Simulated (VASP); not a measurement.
VASP ran on this input.

### INCAR
```
SYSTEM = Hf3N4
PREC = Accurate
ENCUT = 400
EDIFF = 1E-6
NELM = 100
ALGO = Normal
LREAL = Auto
LASPH = .TRUE.
ISMEAR = 0
SIGMA = 0.02
GGA = PE
LMAXMIX = 6
LWAVE = .FALSE.
LCHARG = .FALSE.
ISIF = 2
IBRION = 2
NSW = 50
EDIFFG = -0.01
```

**KPOINTS**
```
Automatic mesh
0
Gamma
5 5 5
0 0 0
```

File POSCAR:
```
Hf3N4
1
   -3.4166430000     3.4166430000     3.4166430000
    3.4166430000    -3.4166430000     3.4166430000
    3.4166430000     3.4166430000    -3.4166430000
Hf N
6 8
Direct
  0.8750000000   0.2500000000   0.1250000000
  0.7500000000   0.3750000000   0.6250000000
  0.6250000000   0.7500000000   0.3750000000
  0.2500000000   0.1250000000   0.8750000000
  0.1250000000   0.8750000000   0.2500000000
  0.3750000000   0.6250000000   0.7500000000
  0.5000000000   0.0000000000   0.6336600000
  0.0000000000   0.1336600000   0.5000000000
  0.8663400000   0.8663400000   0.8663400000
  0.1336600000   0.5000000000   0.0000000000
  0.0000000000   0.6336600000   0.5000000000
  0.5000000000   0.0000000000   0.1336600000
  0.6336600000   0.5000000000   0.0000000000
  0.3663400000   0.3663400000   0.3663400000
```

POTCAR, in this order: Hf_pv N (PBE.64 set). Program: vasp_std.

Write an equivalent input for Quantum ESPRESSO's pw.x.

One equivalent input (not run):
```
&CONTROL
  calculation = 'relax'
  pseudo_dir = './pseudo'
  outdir = './out'
  tprnfor = .true.
  tstress = .true.
  nstep = 50
  forc_conv_thr = 0.00039
/
&SYSTEM
  ibrav = 0
  nat = 14
  ntyp = 2
  ecutwfc = 84
  occupations = 'smearing'
  smearing = 'gaussian'
  degauss = 0.00147
  input_dft = 'pbe'
/
&ELECTRONS
  conv_thr = 7.3e-08
  electron_maxstep = 100
/
&IONS
/
ATOMIC_SPECIES
  Hf 178.490 Hf.upf
  N 14.007 N.upf
CELL_PARAMETERS angstrom
    -3.4166430    3.4166430    3.4166430
     3.4166430   -3.4166430    3.4166430
     3.4166430    3.4166430   -3.4166430
ATOMIC_POSITIONS crystal
  Hf   0.8750000  0.2500000  0.1250000
  Hf   0.7500000  0.3750000  0.6250000
  Hf   0.6250000  0.7500000  0.3750000
  Hf   0.2500000  0.1250000  0.8750000
  Hf   0.1250000  0.8750000  0.2500000
  Hf   0.3750000  0.6250000  0.7500000
  N    0.5000000  0.0000000  0.6336600
  N    0.0000000  0.1336600  0.5000000
  N    0.8663400  0.8663400  0.8663400
  N    0.1336600  0.5000000  0.0000000
  N    0.0000000  0.6336600  0.5000000
  N    0.5000000  0.0000000  0.1336600
  N    0.6336600  0.5000000  0.0000000
  N    0.3663400  0.3663400  0.3663400
K_POINTS automatic
  5 5 5 0 0 0
```
What does not carry over: the potentials are each code's own (VASP's PAW set, PseudoDojo norm-conserving files in pw.x), so ENCUT and ecutwfc are chosen apart and not converted; conv_thr bounds pw.x's estimated SCF error, while EDIFF bounds the energy change between steps; forc_conv_thr acts on force components and is met together with etot_conv_thr.

The structure comes from a computed database's Hf3N4 entry, a phase known from measurement. This run relaxes the ions in a fixed cell. Symmetry was kept, so distortions that lower it aren't found. The run is one of a series of settings (EDIFFG = -0.01, IBRION = 2, NSW = 50 against the base run), some of them coarse on purpose.
